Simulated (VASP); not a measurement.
Given:

```
PbO
1.0
    3.98000     0.00000     0.00000
    0.00000     3.98000     0.00000
    0.00000     0.00000     5.02000
Pb O
2 2
Direct
  0.50000   0.00000   0.76500
  0.00000   0.50000   0.23500
  0.50000   0.50000   0.00000
  0.00000   0.00000   0.00000
```

These are PBE GGA, VASP's PBE PAW potentials (set 64) (plane waves; VASP) values and carry that method's errors. Run with 400 eV cut-off, 6×6×5 Γ-centred mesh, Fermi-Dirac smearing of 0.050 eV, potentials Pb_d O.

At this cut-off the stress carries a Pulay error, which pulls relaxed volumes low. Unless said otherwise, spin-orbit coupling is left out, though it shifts the bands of the heavy elements here.

Problem. Estimate the energy per atom (σ→0), pressure, largest force, band gap (on the k-mesh) with the smallest direct gap where there is one.

Solution. 
```
Quantity                                      Value
-----------------------------------  --------------
band gap (on the k-mesh)                    1.27 eV
smallest direct gap (on the k-mesh)         2.32 eV
energy per atom (σ→0)                -5.363 eV/atom
pressure                                   2.23 GPa
largest force                            0.469 eV/Å
```

Only differences to runs with the same potentials and settings are physical.

The structure is a typed PbO crystal (P4/nmm). The cell was not relaxed at this level.
